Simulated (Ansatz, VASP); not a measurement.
# In2S: VASP beside Ansatz, part 3 of 3

One calculation is typed for both programs; each brings its own data sets. How far apart do they land? The cell is generated by rule, not measured, and may not be a known phase. The cell is taken from a series of runs on this material, whose earlier steps may have relaxed, scaled, displaced or heated it; both programs get it as it stands.

VASP 6.6.1 and Ansatz 0.2.0.

So far: Starting point; Ansatz: zone-centre phonons, PBEsol; VASP: zone-centre phonons, PBEsol.

## 3. VASP: zone-centre phonons, PBEsol (continued)

Level of this step: PBEsol; plane waves and PAW (S, In_d); invented cell (VASP).

Numbers of over 12 decimals in the logs are rounded to 6 here.

Parts of OUTCAR (step 3):

```text
ion  position               nearest neighbor table
   1  0.000  0.500  0.102-   3 2.79   5 2.79   3 2.79   5 2.79   4 2.89   6 2.89
   2  0.500  0.000  0.898-   4 2.79   6 2.79   4 2.79   6 2.79   5 2.89   3 2.89
   3  0.500  0.764  0.284-   1 2.79   1 2.79   2 2.89   5 3.18   6 3.26   6 3.26   5 3.57   6 4.00
                             6 4.00
   4  0.000  0.264  0.716-   2 2.79   2 2.79   1 2.89   6 3.18   5 3.26   5 3.26   6 3.57   5 4.00
                             5 4.00
   5  0.500  0.236  0.284-   1 2.79   1 2.79   2 2.89   3 3.18   4 3.26   4 3.26   3 3.57   4 4.00
                             4 4.00
   6  0.000  0.736  0.716-   2 2.79   2 2.79   1 2.89   4 3.18   3 3.26   3 3.26   4 3.57   3 4.00
                             3 4.00

  LATTYP: Found a simple orthorhombic cell.
 ALAT       =     3.6520687148
 B/A-ratio  =     1.7094485535
 C/A-ratio  =     1.8481949461

 Subroutine GETGRP returns: Found  8 space group operations
 (whereof  4 operations were pure point group operations)

The static configuration has the point symmetry C_2v.
 The point group associated with its full space group is D_2h.

 Found     80 irreducible k-points:

   k-points           NKPTS =     80   k-points in BZ     NKDIM =     80   number of bands    NBANDS=     39

   dimension x,y,z NGX =    28 NGY =   50 NGZ =   48
   dimension x,y,z NGXF=    56 NGYF=  100 NGZF=   96

   ENCUT  =  500.0 eV  36.75 Ry    6.06 a.u.   6.66 12.31 11.38*2*pi/ulx,y,z

   NELECT =      64.0000    total number of electrons

 k-points in reciprocal lattice and weights: Automatic mesh
   0.00000000  0.00000000  0.00000000       0.003
   0.12500000  0.00000000  0.00000000       0.007
   0.25000000  0.00000000  0.00000000       0.007
   0.37500000  0.00000000  0.00000000       0.007
   0.50000000  0.00000000  0.00000000       0.003
   0.00000000  0.16666667  0.00000000       0.007
   0.12500000  0.16666667  0.00000000       0.014
   0.25000000  0.16666667  0.00000000       0.014
   0.37500000  0.16666667  0.00000000       0.014
[...]
-----------------------------------------------------------------------------------
    total drift:                                0.000000      0.000000     -0.000000

 Eigenvectors and eigenvalues of the dynamical matrix
 ----------------------------------------------------

   1 f  =    5.290443 THz    33.240835 2PiTHz  176.470188 cm-1    21.879505 meV
             X         Y         Z           dx          dy          dz
      0.000000  3.374867  0.639124     0.000000   -0.682490    0.000000
      1.826034  0.000000  5.603900    -0.000000    0.682490   -0.000000
      1.826034  5.157755  1.774607    -0.000000    0.041528    0.124012
      0.000000  1.782887  4.468416     0.000000   -0.041528    0.124012
      1.826034  1.591980  1.774607    -0.000000    0.041528   -0.124012
      0.000000  4.966848  4.468416     0.000000   -0.041528   -0.124012

   2 f  =    5.207794 THz    32.721538 2PiTHz  173.713326 cm-1    21.537698 meV
             X         Y         Z           dx          dy          dz
      0.000000  3.374867  0.639124     0.000000    0.000000    0.642890
      1.826034  0.000000  5.603900     0.000000   -0.000000   -0.642890
      1.826034  5.157755  1.774607    -0.000000   -0.193674   -0.076397
      0.000000  1.782887  4.468416     0.000000   -0.193674    0.076397
      1.826034  1.591980  1.774607    -0.000000    0.193674   -0.076397
      0.000000  4.966848  4.468416    -0.000000    0.193674    0.076397

   3 f  =    4.513073 THz    28.356473 2PiTHz  150.539904 cm-1    18.664561 meV
             X         Y         Z           dx          dy          dz
      0.000000  3.374867  0.639124     0.674867    0.000000    0.000000
      1.826034  0.000000  5.603900    -0.674867   -0.000000    0.000000
      1.826034  5.157755  1.774607    -0.149255   -0.000000   -0.000000
      0.000000  1.782887  4.468416     0.149255   -0.000000   -0.000000
      1.826034  1.591980  1.774607    -0.149255   -0.000000   -0.000000
      0.000000  4.966848  4.468416     0.149255   -0.000000    0.000000

   4 f  =    4.177917 THz    26.250627 2PiTHz  139.360312 cm-1    17.278469 meV
             X         Y         Z           dx          dy          dz
      0.000000  3.374867  0.639124    -0.662234   -0.000000   -0.000000
      1.826034  0.000000  5.603900    -0.662234   -0.000000   -0.000000
      1.826034  5.157755  1.774607     0.175280    0.000000   -0.000000
      0.000000  1.782887  4.468416     0.175280   -0.000000    0.000000
      1.826034  1.591980  1.774607     0.175280   -0.000000    0.000000
      0.000000  4.966848  4.468416     0.175280    0.000000    0.000000

   5 f  =    4.052215 THz    25.460816 2PiTHz  135.167336 cm-1    16.758606 meV
             X         Y         Z           dx          dy          dz
      0.000000  3.374867  0.639124    -0.000000   -0.000000    0.462866
      1.826034  0.000000  5.603900    -0.000000   -0.000000    0.462866
      1.826034  5.157755  1.774607     0.000000   -0.357920   -0.121535
      0.000000  1.782887  4.468416     0.000000    0.357920   -0.121535
      1.826034  1.591980  1.774607    -0.000000    0.357920   -0.121535
      0.000000  4.966848  4.468416     0.000000   -0.357920   -0.121535

   6 f  =    3.617216 THz    22.727636 2PiTHz  120.657323 cm-1    14.959595 meV
             X         Y         Z           dx          dy          dz
      0.000000  3.374867  0.639124     0.000000   -0.000000    0.474219
      1.826034  0.000000  5.603900     0.000000   -0.000000    0.474219
      1.826034  5.157755  1.774607    -0.000000    0.349132   -0.125160
      0.000000  1.782887  4.468416     0.000000   -0.349132   -0.125160
      1.826034  1.591980  1.774607     0.000000   -0.349132   -0.125160
      0.000000  4.966848  4.468416    -0.000000    0.349132   -0.125160

   7 f  =    3.492899 THz    21.946532 2PiTHz  116.510573 cm-1    14.445464 meV
             X         Y         Z           dx          dy          dz
      0.000000  3.374867  0.639124     0.000000    0.000000    0.195331
      1.826034  0.000000  5.603900    -0.000000    0.000000   -0.195331
      1.826034  5.157755  1.774607     0.000000    0.143258    0.458694
      0.000000  1.782887  4.468416     0.000000    0.143258   -0.458694
      1.826034  1.591980  1.774607     0.000000   -0.143258    0.458694
      0.000000  4.966848  4.468416    -0.000000   -0.143258   -0.458694

   8 f  =    3.092752 THz    19.432336 2PiTHz  103.163115 cm-1    12.790590 meV
             X         Y         Z           dx          dy          dz
      0.000000  3.374867  0.639124    -0.000000    0.655291    0.000000
      1.826034  0.000000  5.603900     0.000000    0.655291    0.000000
      1.826034  5.157755  1.774607     0.000000   -0.174412   -0.069839
      0.000000  1.782887  4.468416     0.000000   -0.174412    0.069839
      1.826034  1.591980  1.774607    -0.000000   -0.174412    0.069839
      0.000000  4.966848  4.468416    -0.000000   -0.174412   -0.069839

   9 f  =    2.733446 THz    17.174746 2PiTHz   91.177937 cm-1    11.304618 meV
             X         Y         Z           dx          dy          dz
      0.000000  3.374867  0.639124    -0.000000    0.166759   -0.000000
      1.826034  0.000000  5.603900    -0.000000   -0.166759    0.000000
      1.826034  5.157755  1.774607     0.000000   -0.066888    0.481271
      0.000000  1.782887  4.468416     0.000000    0.066888    0.481271
      1.826034  1.591980  1.774607    -0.000000   -0.066888   -0.481271
      0.000000  4.966848  4.468416    -0.000000    0.066888   -0.481271

  10 f  =    2.654824 THz    16.680748 2PiTHz   88.555380 cm-1    10.979463 meV
             X         Y         Z           dx          dy          dz
      0.000000  3.374867  0.639124    -0.000000    0.000000   -0.220314
      1.826034  0.000000  5.603900    -0.000000    0.000000    0.220314
      1.826034  5.157755  1.774607     0.000000   -0.438141    0.183749
      0.000000  1.782887  4.468416    -0.000000   -0.438141   -0.183749
      1.826034  1.591980  1.774607    -0.000000    0.438141    0.183749
      0.000000  4.966848  4.468416    -0.000000    0.438141   -0.183749

  11 f  =    2.060127 THz    12.944162 2PiTHz   68.718452 cm-1     8.519998 meV
             X         Y         Z           dx          dy          dz
      0.000000  3.374867  0.639124    -0.000000    0.000000   -0.000000
      1.826034  0.000000  5.603900    -0.000000   -0.000000    0.000000
      1.826034  5.157755  1.774607    -0.500000   -0.000000   -0.000000
      0.000000  1.782887  4.468416    -0.500000   -0.000000    0.000000
      1.826034  1.591980  1.774607     0.500000    0.000000    0.000000
      0.000000  4.966848  4.468416     0.500000    0.000000   -0.000000

  12 f  =    1.479373 THz     9.295176 2PiTHz   49.346579 cm-1     6.118193 meV
             X         Y         Z           dx          dy          dz
      0.000000  3.374867  0.639124    -0.211078    0.000000   -0.000000
      1.826034  0.000000  5.603900     0.211078    0.000000   -0.000000
      1.826034  5.157755  1.774607    -0.477203   -0.000000   -0.000000
      0.000000  1.782887  4.468416     0.477203    0.000000   -0.000000
      1.826034  1.591980  1.774607    -0.477203   -0.000000   -0.000000
      0.000000  4.966848  4.468416     0.477203    0.000000   -0.000000

  13 f  =    1.333577 THz     8.379113 2PiTHz   44.483347 cm-1     5.515230 meV
             X         Y         Z           dx          dy          dz
      0.000000  3.374867  0.639124    -0.000000    0.000000   -0.000000
      1.826034  0.000000  5.603900     0.000000   -0.000000   -0.000000
      1.826034  5.157755  1.774607     0.500000    0.000000   -0.000000
      0.000000  1.782887  4.468416    -0.500000   -0.000000   -0.000000
      1.826034  1.591980  1.774607    -0.500000    0.000000   -0.000000
      0.000000  4.966848  4.468416     0.500000   -0.000000   -0.000000
    [... 43 further lines ...]
      1.826034  1.591980  1.774607    -0.000000   -0.466779    0.017580
      0.000000  4.966848  4.468416    -0.000000   -0.466779   -0.017580

 ELASTIC MODULI CONTR FROM IONIC RELAXATION (kBar)
 Direction    XX          YY          ZZ          XY          YZ          ZX
 --------------------------------------------------------------------------------
 XX         -69.4975    -88.1299    -63.7942      0.0000     -0.0000     -0.0000
 YY         -88.1299   -191.9981   -111.6568      0.0000     -0.0000     -0.0000
 ZZ         -63.7942   -111.6568   -157.7220      0.0000     -0.0000     -0.0000
 XY           0.0000      0.0000      0.0000    -35.9791     -0.0000      0.0000
 YZ          -0.0000     -0.0000     -0.0000     -0.0000    -52.7612      0.0000
 ZX          -0.0000     -0.0000     -0.0000      0.0000      0.0000    -86.8666
 --------------------------------------------------------------------------------
```

## 4. Differences

Known differences besides the potentials themselves: the cutoff is 420 eV in Ansatz and 500 eV in VASP; Ansatz makes its cores anew for this functional, VASP keeps those of its PBE data sets. Total energies have different zeros and are not compared.

Compared:

```tsv
quantity	Ansatz	VASP	difference
optical mode 1 (cm⁻¹)	21.1	22.1	-1.0
optical mode 2 (cm⁻¹)	32.3	33.8	-1.5
optical mode 3 (cm⁻¹)	43.8	44.5	-0.6
optical mode 4 (cm⁻¹)	48.7	49.3	-0.7
optical mode 5 (cm⁻¹)	67.7	68.7	-1.45 %
optical mode 6 (cm⁻¹)	88.5	88.6	-0.11 %
optical mode 7 (cm⁻¹)	90.7	91.2	-0.51 %
optical mode 8 (cm⁻¹)	102.5	103.2	-0.60 %
optical mode 9 (cm⁻¹)	116.3	116.5	-0.18 %
optical mode 10 (cm⁻¹)	119.6	120.7	-0.90 %
optical mode 11 (cm⁻¹)	134.4	135.2	-0.54 %
optical mode 12 (cm⁻¹)	138.9	139.4	-0.32 %
optical mode 13 (cm⁻¹)	149.7	150.5	-0.59 %
optical mode 14 (cm⁻¹)	173.6	173.7	-0.09 %
optical mode 15 (cm⁻¹)	176.2	176.5	-0.16 %
```

Modes are paired by rising frequency, not by their patterns, so a pair may set unlike modes beside each other; they are those without the splitting of longitudinal modes.

## 5. Results

| Property | Result |
| --- | --- |
| r.m.s. difference of the optical zone-centre modes, each program's sorted by frequency (zone-centre phonons, PBEsol) | 0.76 cm⁻¹ |
| difference in optical mode 5 (zone-centre phonons, PBEsol) | -1.5 % |

**Reading.** The r.m.s. difference of the optical zone-centre modes, each program's sorted by frequency is 0.76 cm⁻¹ (zone-centre phonons, PBEsol). Among the rows given in per cent, the largest difference of the zone-centre phonons, PBEsol pair is in optical mode 5, -1.5 %. How closely two codes agree says nothing of how well the functional describes the real material.

[Lines on the potential files, build, host, timing and source positions are cut from VASP's logs without a mark.]

[Logs are printed without paths, hosts, clocks, repeated set-up lines and the standing remarks that a program may print on its own settings, such as how far it seeks lower states.]

[Hosts, paths, dates, database ids (printed as entryN), source tags and the programs' standing remarks are cut or masked in the printed files.]
